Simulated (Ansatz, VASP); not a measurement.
## TiTe2: VASP beside Ansatz

Wanted: the spread between two codes on one cell, functional and k mesh. The cell is taken from a series of runs on this material, whose earlier steps may have relaxed, scaled, displaced or heated it; both programs get it as it stands.

Program: Ansatz 0.2.0. Level of theory: plane waves, with VASP 6.6.1 beside it; zone-centre phonons at LDA. Results are calculated unless marked as measured.

## 1. Starting point

It takes space group P-3m1 (No. 164, trigonal). Conventional cell: a = 3.666 Å, b = 3.666 Å, c = 6.341 Å, α = 90.00°, β = 90.00°, γ = 120.00°. Ti has 6 Te at 2.72 Å nearest. Nearest to Te lie 3 Ti at 2.72 Å. Farther neighbours and most contacts between anions are not listed.

## 2. Ansatz: zone-centre phonons, LDA

Ansatz runs on its PAW soft_1 files.

Second derivatives magnify differences that forces hide, and they need a tight electronic threshold.

The input, input.yaml:

```yaml
crystal:
  lattice:
    - [3.6656648266, 0.0, 0.0]
    - [-1.8328324133, 3.1745588616, 0.0]
    - [0.0, 0.0, 6.3407608874]
  atoms:
    - { symbol: Ti, position: [0.0, 0.0, 0.0] }
    - { symbol: Te, position: [0.6666666667, 0.3333333333, 0.2691004761] }
    - { symbol: Te, position: [0.3333333333, 0.6666666667, 0.7308995239] }
kpoints:
  mp_grid: { grid: [15, 15, 8] }
hamiltonian:
  xc: lda
  pseudopotentials: { kind: paw, azcp: { folder: soft_1 }, xc_functional: pbe }
scf:
  occupations: { method: methfessel_paxton, width: 0.2 }
output:
  eigenvalues: true
phonons:
  method: dfpt
```

Started as:

```
> ansatz run input.yaml --threads 4 --pin off --max-ram 15360MiB --backend cpu --events-out ev --progress --plain --runs-dir out
```

Numbers of over 12 decimals in the logs are rounded to 6 here.

The log of the run:

```text
Engine: ansatz 0.2.0, aarch64-unknown-linux-gnu
Pseudopotentials: kind: paw
Pseudopotential: Ti, paw, valence charge 12, recommended cutoff 420 eV (normal), soft_1/Ti.paw.azcp
Pseudopotential: Te, paw, valence charge 16, recommended cutoff 420 eV (normal), soft_1/Te.paw.azcp
Functional definition: SPW92
  exchange = slater_x
  correlation = pw_c
Crystal: 3 atoms, lattice volume = 73.787 Å³
Basis set: ecut = 420 eV, 1449 PW (Γ), exchange–correlation on 50×50×90 points (8 copies of the dense FFT grid, shifted against one another)
Bands: 27, of which v1, the nominal top of the filled ones, is band 22 counted from 1 (21 counted from 0)
Symmetry: 12 space group operations
k-points: 488 of 1800 (irreducible under 2 space group operations, time reversal used)
Non-local potential: Ti, projectors of the file, l = 0: 3, l = 1: 2, l = 2: 3, l = 3: 1
Non-local potential: Te, projectors of the file, l = 0: 2, l = 1: 2, l = 2: 2, l = 3: 1
PAW form: soft (Blöchl's): semilocal exchange-correlation on the pseudo side does not see the compensation charge
PAW frozen core: Ti, regenerated for the run's functional, and the local potential with it (the file was generated under x = pbe(κ = 0.804, μ = 0.219515), c = pbe(β = 0.066725))
PAW frozen core: Te, regenerated for the run's functional, and the local potential with it (the file was generated under x = pbe(κ = 0.804, μ = 0.219515), c = pbe(β = 0.066725))
PAW one-centre angular grid: Ti, 590 points (default); XC on 64 Gauss nodes
PAW one-centre angular grid: Te, 590 points (default); XC on 64 Gauss nodes
Initial density: superposition of atomic densities (chi_scale 0.1, normalization cell, long waves kept (reshape's long-wave potential 0.05 eV rms))
Initial wavefunctions: pseudopotential atomic-orbital guess
Functional: x = slater, c = lda
SCF iter   1: F=—  HF=-16110.653452 eV  |F-HF|=—  |Δ(HF+E_count)|=         —  Δρ=1.43e-1  dr2=4.50e1  ethr=3.10e-3  ⟨swp⟩=5.6  Hψ=55320  notcnv=0
preconditioner: auto → Kerker (q_TF=auto, 2.503 Å⁻¹)  [metal: Δε(μ)=0.008 eV  Ē_g=5.877 eV  σ=0.200 eV  W_gap=0.03  n_scr=22 (ndim 8)  ℏωp=17.3 eV  f_vac=0.000  D(μ)=1.61/eV (n_scr^D=10)]
SCF iter   2: F=—  HF=-16108.503402 eV  |F-HF|=—  |Δ(HF+E_count)|=    2.15e0  S|Δr|=    0.00e0  Δρ=7.85e-2  dr2=1.63e1  ethr=3.10e-3  ⟨swp⟩=2.9  Hψ=19755  notcnv=0  defer=32
SCF iter   3: F=—  HF=-16107.120529 eV  |F-HF|=—  |Δ(HF+E_count)|=    1.38e0  S|Δr|=    0.00e0  Δρ=1.60e-2  dr2=7.31e-1  ethr=3.10e-3  ⟨swp⟩=3.0  Hψ=19572  notcnv=0  defer=32
SCF iter   4: F=—  HF=-16107.049792 eV  |F-HF|=—  |Δ(HF+E_count)|=   7.07e-2  S|Δr|=    0.00e0  Δρ=3.90e-3  dr2=2.49e-2  ethr=1.66e-3  ⟨swp⟩=1.9  Hψ=17248  notcnv=0  defer=2
SCF iter   5: F=—  HF=-16107.044927 eV  |F-HF|=—  |Δ(HF+E_count)|=   4.86e-3  S|Δr|=    0.00e0  Δρ=1.61e-3  dr2=3.39e-3  ethr=5.66e-5  ⟨swp⟩=2.0  Hψ=16124  notcnv=0  defer=2
SCF iter   6: F=—  HF=-16107.044405 eV  |F-HF|=—  |Δ(HF+E_count)|=   5.22e-4  S|Δr|=    0.00e0  Δρ=6.06e-4  dr2=3.74e-4  ethr=7.71e-6  ⟨swp⟩=2.0  Hψ=16079  notcnv=0  defer=2
SCF iter   7: F=—  HF=-16107.044369 eV  |F-HF|=—  |Δ(HF+E_count)|=   3.58e-5  S|Δr|=    0.00e0  Δρ=2.68e-4  dr2=7.87e-5  ethr=8.49e-7  ⟨swp⟩=2.6  Hψ=21682  notcnv=0  defer=2
SCF iter   8: F=—  HF=-16107.044359 eV  |F-HF|=—  |Δ(HF+E_count)|=   1.08e-5  S|Δr|=    0.00e0  Δρ=8.18e-5  dr2=7.47e-6  ethr=1.79e-7  ⟨swp⟩=2.1  Hψ=16582  notcnv=0  defer=2
SCF iter   9: F=—  HF=-16107.044357 eV  |F-HF|=—  |Δ(HF+E_count)|=   1.19e-6  S|Δr|=    0.00e0  Δρ=1.63e-5  dr2=1.46e-7  ethr=1.70e-8  ⟨swp⟩=3.0  Hψ=25328  notcnv=0  defer=2
SCF iter  10: F=—  HF=-16107.044357 eV  |F-HF|=—  |Δ(HF+E_count)|=   5.01e-7  S|Δr|=    0.00e0  Δρ=3.74e-6  dr2=1.45e-8  ethr=3.32e-10  ⟨swp⟩=2.0  Hψ=23039  notcnv=0  defer=2
SCF iter  11: F=—  HF=-16107.044357 eV  |F-HF|=—  |Δ(HF+E_count)|=   2.51e-9  S|Δr|=    0.00e0  Δρ=1.44e-6  dr2=2.11e-9  ethr=3.28e-11  ⟨swp⟩=3.0  Hψ=24049  notcnv=0  defer=2
SCF iter  12: F=—  HF=-16107.044357 eV  |F-HF|=—  |Δ(HF+E_count)|=  3.27e-10  S|Δr|=    0.00e0  Δρ=3.41e-7  dr2=1.58e-10  ethr=4.79e-12  ⟨swp⟩=2.3  Hψ=16166  notcnv=0  defer=2
SCF iter  13: F=-16107.044357 eV  HF=-16107.044357 eV  |F-HF|=3.64e-12  |Δ(HF+E_count)|=  2.73e-11  S|Δr|=    0.00e0  Δρ=8.13e-8  dr2=5.45e-12  ethr=1.00e-12  ⟨swp⟩=5.4  Hψ=60985  notcnv=0
SCF 1 converged in 13 iterations: F = -16107.044357 eV  dr2 = 5.45e-12
  greatest PAW one-centre occupation: 0.999 electrons in one spin orbital (limit 2), on the Te atom at site 2 (counted from 0), in its partial waves of l = 2
DFPT response loops at Γ: preconditioner auto → Kerker (q_TF=auto, 2.503 Å⁻¹) (partly filled bands, converged f_vac=0.005); β = 1.00, the filter's whole step (`scf.mixing.beta` (0.50) is not read by the response loops under this deck's `scf.mixing.preconditioner`; to damp them name `kerker` or `kerker_dos`, under which they read `scf.mixing.beta`, and type it under 1.00, their step now; both keys bind the ground state too); Broyden in place of MSR1
SCF converged after 13 iterations
Stability not checked: this state was not tested for a lower state beside it, because cold or Methfessel-Paxton smearing, or corrected tetrahedra, fill the levels in a way that the test cannot read (fill_not_monotonic; see scf.lower_state_search)
Free energy (F): -16107.044357 eV
Harris-Foulkes:  -16107.044357 eV  (|F-HF|=3.64e-12)
Internal energy: -16107.045623 eV  (E = F + TS)
E sigma→0 (E₀):  -16107.044673 eV
Entropy (-TS):   0.001266 eV (0.422 meV/atom)
Fermi energy:    11.286753 eV
--- Per-component energies (eV) ---
  E_band       = -623.088197
  E_kinetic    = 629.986947
  E_local      = -3991.428770  (includes V_loc(G=0)·N_el)
  E_nonlocal   = 209.610482
  E_hartree    = 1927.568911
  E_xc         = -360.533244
  E_vxc        = -352.056302  (∫ρ·V_xc dr)
  E_paw        = -10033.157240  (= ΣΔE_a)
  E_vpaw       = -974.338443  (= ΣTr[D̂ρ^β])
  E_aug_tail   = 0.000054  (compensation charges beyond the density's cutoff)
  E_ewald      = -4490.775998
  E_core_change = 1.683235  (= ΣΔE_core)
  E_smearing   = 0.001266  (= −TS)
  E_closure    = -0.000000  (closes the sum)
  Σ components = -16107.044357   (vs F -16107.044357, Δ=0.00e0)
--- Band table (eV; the first three rows and the last of 488) ---
  k-point 0: bands = [... 18 lower, 9.6289, 11.4903, 11.7079, 11.7079, 12.0262, 12.6278, 12.6278, 14.5396, ... 1 higher]
  k-point 1: bands = [... 18 lower, 9.6417, 11.0233, 11.7056, 11.7056, 12.1881, 12.5565, 12.5565, 14.6301, ... 1 higher]
  k-point 2: bands = [... 18 lower, 9.6735, 10.1286, 11.7003, 11.7003, 12.3200, 12.4004, 12.4004, 14.8352, ... 1 higher]
  k-point 487: bands = [... 18 lower, 8.0783, 8.5088, 9.1100, 9.8150, 11.9498, 12.7572, 12.9147, 13.3861, ... 1 higher]
--- Phonons (Γ-DFPT): 4 representative perturbations + reference, on 488 of 1800 k-points (Σ response iterations 13) ---
  k mesh reduced under 2 symmetry operations, with k and −k counted as one. Each operation leaves every solved perturbation unchanged. A smaller set is not used because it would not reduce the number of displacements times k-points to solve
  ASR residual: 4.561e-5 → 0.000e0 eV/Å²; symmetrization residual: 1.119e-5 eV/Å²
  ASR residual per site (eV/Å²): 8.22e-6 4.56e-5 4.56e-5
  Γ frequencies (cm⁻¹): 0.00 0.00 0.00 103.75 103.75 149.85 195.36 195.36 282.97
  non-analytic LO–TO correction: not included (Born effective charges unavailable; polar crystals: no LO–TO splitting at Γ)
```

(Part 1 of 2 ends here.)

[Lines on the potential files, build, host, timing and source positions are cut from VASP's logs without a mark.]

[Logs are printed without paths, hosts, clocks, repeated set-up lines and the standing remarks that a program may print on its own settings, such as how far it seeks lower states.]

[Hosts, paths, dates, database ids (printed as entryN), source tags and the programs' standing remarks are cut or masked in the printed files.]
